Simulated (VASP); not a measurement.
Here is a VASP 6.6.1 calculation.

INCAR

```
SYSTEM = VSi11C12
PREC = Accurate ; ENCUT = 450
EDIFF = 1E-5 ; ISMEAR = 0
SIGMA = 0.03 ; LREAL = Auto
LASPH = .True. ; NELM = 120
ALGO = Normal ; ISIF = 2
LWAVE = .False. ; LCHARG = .False.
ISPIN = 2 ; MAGMOM = 1 0 0 0 0 0 0 0 0 0 0 0 0 0 0 0 0 0 0 0 0 0 0 0
LORBIT = 11 ; NUPDOWN = 1
LMAXMIX = 4 ; GGA = PS
ISYM = 0 ; KPAR = 4
```

KPOINTS

```
Automatic mesh
0
Gamma
  2 3 3
  0 0 0
```

The input POSCAR:

```
VSi11C12                                
1.0
    0.0000000000      6.5370000000      6.5370000000
    4.3580000000      0.0000000000      4.3580000000
    4.3580000000      4.3580000000      0.0000000000
  V               Si              C             
     1    11    12
Direct
     0.9992199880949790    0.9976464997193684    0.0043702231354233
     0.0003697855007408    0.9962220882262899    0.5042037139896762
     0.0011282730415207    0.4978815969720490    0.0023871905558067
     0.0004214609689641    0.4983752119324383    0.5043853316353956
     0.3346387287217111    0.9983507435683568    0.0025126452167637
     0.3354841988353815    0.9966567734731939    0.5020410622819893
     0.3372060638477331    0.4945417344021206    0.0021368124298839
     0.3341400460444560    0.4980800258466657    0.5025028456051366
     0.6673284137881804    0.9968444352159043    0.0018026101027452
     0.6664111038381672    0.9989727540919056    0.5025463127631373
     0.6655566278492933    0.5019825037696705    0.0021974817612113
     0.6684705240379094    0.4972099670520371    0.5018101584188696
     0.0876239500429890    0.1251698694087785    0.1335000132234737
     0.0868277164050055    0.1263941262212645    0.6157757997346772
     0.0897643187410119    0.6078030165026789    0.1327833128935858
     0.0845272229656877    0.6220608385552975    0.6286859890413822
     0.4198780667032888    0.1197581141960394    0.1265618109859690
     0.4164881422156448    0.1234215068850365    0.6284396555202638
     0.4163370976614049    0.6253459892418078    0.1275317243588210
     0.4185731450935120    0.6217640662110554    0.6269925294330865
     0.7381807068356551    0.1318962076662666    0.1307298688900531
     0.7509146164072196    0.1222796154536706    0.6270655668482831
     0.7519625141293503    0.6225527689654700    0.1270448922581049
     0.7504572882301929    0.6242775464226243    0.6268734489162603
```

Potentials or basis: VASP PAW PBE potentials, release 64 (V_sv, Si, C).

Launch:

```sh
$ cat potpaw_PBE.64/V_sv/POTCAR potpaw_PBE.64/Si/POTCAR potpaw_PBE.64/C/POTCAR > POTCAR
$ mpirun -np 4 vasp_std > vasp.out
```

**Question.** What does it give for the largest force?

**Answer.** 0.562 eV/Å.

Forces on the atoms (eV/Å):
```
V    0.067 -0.052 -0.055
Si   0.043 -0.006 -0.255
Si   0.036 -0.124 -0.012
Si   0.192 -0.009 -0.006
Si  -0.153  0.003 -0.004
Si  -0.021  0.073  0.035
Si   0.036 -0.010  0.132
Si  -0.049  0.033  0.037
Si  -0.187 -0.011  0.053
Si   0.117  0.037 -0.068
Si   0.029 -0.035  0.120
Si  -0.008 -0.019 -0.019
C   -0.330 -0.396 -0.178
C    0.150  0.457 -0.146
C    0.190 -0.406  0.281
C    0.006 -0.015  0.004
C    0.096 -0.017  0.006
C    0.032 -0.004 -0.030
C   -0.024  0.031 -0.054
C    0.037 -0.004 -0.033
C   -0.253  0.466  0.187
C    0.001  0.000  0.034
C    0.017 -0.020 -0.037
C   -0.023  0.029  0.010
```

Caveat: the k mesh is coarse (spacing up to 0.42 Å⁻¹), so the values aren't converged; the PAW data sets were made with another functional, which shifts forces and pressure a little; the total moment is fixed, so each spin has its own Fermi level.
